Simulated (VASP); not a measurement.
All values below come from r2SCAN meta-GGA, VASP's PBE PAW potentials (set 64) (plane waves; VASP).

The input files of a VASP run:

**POSCAR**
```
SrTe
1
    0.0000000000     3.4216766199     3.4216766199
    3.4216766199     0.0000000000     3.4216766199
    3.4216766199     3.4216766199     0.0000000000
Sr Te
1 1
Direct
  0.0000000000   0.0000000000   0.0000000000
  0.5000000000   0.5000000000   0.5000000000
```

**INCAR**
```
! general
SYSTEM  = SrTe
PREC    = Accurate
ENCUT   = 520
LREAL   = .False.
LASPH   = .True.

! electronic loop
EDIFF   = 1E-7
NELM    = 100
ALGO    = Normal
LMAXMIX = 4
LMIXTAU = .True.

! smearing
ISMEAR  = 0
SIGMA   = 0.05

! functional
METAGGA = R2SCAN

! ions
ISIF    = 2

! output
LWAVE   = .False.
LCHARG  = .False.
```

KPOINTS:
```
Automatic mesh
0
Gamma
7 7 7
0 0 0
```

POTCAR, in this order: Sr_sv Te (PBE.64 set). Program: vasp_std.

**Question.** What will the output report for the number of irreducible k-points (NKPTS), largest plane-wave count, number of space-group operations, FFT grid (NGX, NGY, NGZ)?

**Answer.** 
```yaml
number of irreducible k-points (NKPTS): 20
largest_plane_wave_count: 2180
number_of_space_group_operations: 48
FFT grid (NGX, NGY, NGZ): 36 × 36 × 36
```

The compound is SrTe in the rock salt structure. This cell is one point of a volume scan, at 1.06 of the reference volume.
